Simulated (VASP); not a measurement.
Consider the following.

```
CELL_PARAMETERS angstrom
      2.99000     0.00000     0.00000
      0.00000     2.99000     0.00000
      0.00000     0.00000     2.99000
ATOMIC_POSITIONS crystal
  Al 0.49754 0.49206 0.49458
  Ru 0.00246 0.00794 0.00542
```

Level of theory: PBE GGA, VASP's PBE PAW potentials (set 64) (plane waves; VASP). Run with 300 eV cut-off, 7×7×7 Γ-centred mesh, Gaussian smearing of 0.050 eV, potentials Al Ru_pv.

At this cut-off the stress carries a Pulay error, which pulls relaxed volumes low.

Problem. What does the run give for the energy per atom (σ→0), pressure, largest force, band gap (on the k-mesh) with the smallest direct gap where there is one?

Solution. 
```
Item                                                         Value
------------------------  ----------------------------------------
band gap (on the k-mesh)  none (metal, semimetal or under 0.01 eV)
energy per atom (σ→0)                               -7.121 eV/atom
pressure                                                 27.4 kbar
largest force                                           0.466 eV/Å
```

The absolute energy has meaning only against runs of the same code, potentials and settings.

The structure is a typed RuAl crystal. The cell was not relaxed at this level, atoms are displaced from their ideal sites. The k-mesh is coarse (spacing up to 0.30 per Å, 2π included), so the numbers may not be converged in it. The electron count is odd and the run is not spin-polarised, which forces a metal.
